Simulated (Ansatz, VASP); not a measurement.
**AlGa3P4: VASP beside Ansatz**

```
Al Ga P
1.0
    -2.75363    2.75363    5.50708
     2.75363   -2.75363    5.50708
     2.75363    2.75363   -5.50708
Al Ga P
1 3 4
Direct
  0.50000 0.50000 0.00000
  0.00000 0.00000 0.00000
  0.25000 0.75000 0.50000
  0.75000 0.25000 0.50000
  0.12565 0.12565 0.50078
  0.37513 0.87435 0.00000
  0.62487 0.62487 0.49922
  0.87435 0.37513 0.00000
```

Alike in both runs: task single point; functional PBE; k mesh 4 × 4 × 4; occupations gaussian, width 0.1 eV; no spin polarisation.

|  | VASP | Ansatz |
| --- | --- | --- |
| version | VASP 6.6.1 | Ansatz 0.2.0 |
| potentials or method | VASP PAW PBE potentials, release 64 (Al, Ga_d, P) | scalar-relativistic, plane waves, PAW |
| plane-wave cutoff (eV) | 520 | 420 |
| valence electrons in the cell | 62 | 62 |

|  | VASP | Ansatz | Ansatz less VASP |
| --- | --- | --- | --- |
| gap on the k mesh at the Fermi level (eV) | 1.63 | 1.63 | +0.002 |
| least direct gap on the mesh (eV) | 1.71 | 1.71 | +0.001 |
| pressure (GPa) | 0.0 | 0.0 | +0.04 |

A k mesh can miss the band edges. A hybrid or GW would open this gap; PBE tends to underestimate it.
